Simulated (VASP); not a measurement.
VASP input:

### INCAR
```
EDIFF=1E-7
ISMEAR=-5   ! tetrahedra, Bloechl
LREAL=.False.
ALGO=Normal
LCHARG=.True.
NEDOS=601   ! DOS grid
ISIF=2   ! forces and stress, cell fixed
PREC=Accurate
GGA=PE   ! PBE
SYSTEM=RuSe
LMAXMIX=4
LWAVE=.False.
ENCUT=400
LORBIT=11   ! lm-projected
NELM=100   ! most electronic steps
LASPH=.True.   ! aspherical one-centre terms
```

POSCAR:
```
RuSe
1
    0.0000000000     2.5696967185     2.5696967185
    2.5696967185     0.0000000000     2.5696967185
    2.5696967185     2.5696967185     0.0000000000
Ru Se
1 1
Direct
  0.0000000000   0.0000000000   0.0000000000
  0.5000000000   0.5000000000   0.5000000000
```

KPOINTS:
```
kpoints
0
G
14 14 14
```

POTCAR, in this order: Ru_pv Se (PBE.64 set). Program: vasp_std.

Q: Write an equivalent input for Ansatz.

A: One equivalent input (not run):
Ansatz 0.2 input:
```yaml
crystal:
  lattice:
    - [0.0000000, 2.5696967, 2.5696967]
    - [2.5696967, 0.0000000, 2.5696967]
    - [2.5696967, 2.5696967, 0.0000000]
  atoms:
    - { symbol: Ru, position: [0.0000000, 0.0000000, 0.0000000] }
    - { symbol: Se, position: [0.5000000, 0.5000000, 0.5000000] }
kpoints:
  mp_grid: { grid: [14, 14, 14] }
hamiltonian:
  xc: pbe
  pseudopotentials: { kind: paw }
scf:
  occupations: { method: tetrahedron }
  max_iter: 100
output: { forces: true, stress: true, eigenvalues: true }
```
The two are equivalent in intent, not identical: each code has its own PAW files, so the cut-off isn't converted (ENCUT is set for VASP's; basis.ecutwfc is left out, and Ansatz then takes the one that its files recommend); Ansatz stops its SCF on the density residual and VASP on the energy change (EDIFF).

The structure was generated: RuSe was put into the rock salt type (Fm-3m), which need not be its known phase. It was relaxed first, which changed the volume by -28 %.
